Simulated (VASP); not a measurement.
Wanted: the native input for a VASP 6.6.1 run.

```yaml
Task: single point
Functional: PBE
Potentials_or_basis: VASP PAW PBE potentials, release 64 (In_d, Co, N)
Cutoff: 520 eV
k_mesh: 2 × 2 × 1
Occupations: methfessel-paxton, width 0.008 eV
Spin: no spin polarisation
Dipole_correction: no
Further_INCAR_settings: ALGO = Fast; EDIFF = 1e-06; NBANDS = 28
```

The structure of InCo2N2 lies in POSCAR:

```
InCo2N2
1.0
    2.7259591304     -1.5805455775      0.0000000000
    2.7259591304      1.5805455775      0.0000000000
   -1.9522687403      0.0000000000      7.5446777696
In Co N
1 2 2
Direct
    0.8580000000      1.2780000000      1.2450000000
    0.7306610000      1.1506610000      0.8531050000
    0.9853390000      1.4053390000      1.6368950000
    0.6353840000      1.0553840000      1.5899930000
    1.0806160000      1.5006160000      0.9000070000
```

The cell comes from a database or a generator and needn't be the stable form of this composition.

The input as run:

INCAR

```
SYSTEM = InCo2N2
ALGO = Fast ; EDIFF = 1E-6
ENCUT = 520 ; GGA = PE
ISIF = 2 ; ISMEAR = 1
LASPH = .TRUE. ; LCHARG = .TRUE.
LELF = .TRUE. ; LREAL = .FALSE.
LVHAR = .TRUE. ; LWAVE = .FALSE.
NBANDS = 28 ; NELM = 100
PREC = Accurate ; SIGMA = 0.008
```

KPOINTS

```
k-points
0
G
  2 2 1
  0 0 0
```

Potentials or basis: VASP PAW PBE potentials, release 64 (In_d, Co, N).

The run is started by

```bash
$ cat potpaw_PBE.64/In_d/POTCAR potpaw_PBE.64/Co/POTCAR potpaw_PBE.64/N/POTCAR > POTCAR
$ mpirun -np 1 vasp_std > vasp.out
```

It gave:

The pressure is -6.8 GPa and the largest force is 1.676 eV/Å. The band gap on the k mesh is none (metal or under the smearing width).

Caveat: the k mesh is coarse (spacing up to 1.16 Å⁻¹), so the values aren't converged; the run has no spin polarisation, though such a crystal can be magnetic; forces of over 1 eV/Å show positions far from the minimum, so gaps and moduli don't describe the material at rest.

It took 17 s on 1 thread of Intel(R) Xeon(R) Platinum 8488C (Sapphire Rapids), with other jobs on the host, peak memory 0.17 GiB.
